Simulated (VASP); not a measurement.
Ge$_{2}$Si$_{6}$ (ordered alloy cell): computed properties

The numbers are results of PBEsol GGA, VASP's PBE PAW potentials (set 64) (plane waves; VASP), not measurements.

```json
{
  "space_group": "Cmcm (63)",
  "cell": "a = 7.764 Å, b = 10.969 Å, c = 3.880 Å, α = 90.00°, β = 90.00°, γ = 90.00°",
  "volume_per_atom": "20.65 Å^3/atom",
  "band gap (over mesh and band path)": "0.36 eV",
  "smallest direct gap (over mesh and band path)": "0.47 eV",
  "band_edge_character": "indirect, Γ to Γ-Y at 0.29",
  "density": "3.15 g/cm³"
}
```

```xyz
8
Lattice="-0.0010 5.4888 5.4843 5.4888 -0.0010 5.4843 2.7439 2.7439 0.0000" Properties=species:S:1:pos:R:3 pbc="T T T"
Si     2.7439     2.7439     0.0005
Si     1.3720     1.3720     1.3706
Si     5.4729     2.7588     2.7563
Si     4.1317     1.3561     4.0990
Si     2.7588     5.4729     2.7563
Si     1.3561     4.1317     4.0990
Ge     2.7439     2.7439     5.4513
Ge     4.1159     4.1159     6.8883
```

The structure was generated: Ge2Si6 was put into an ordered model structure (Cmcm), which need not be its known phase. It was relaxed first. Symmetry was kept, so distortions that lower it aren't found.
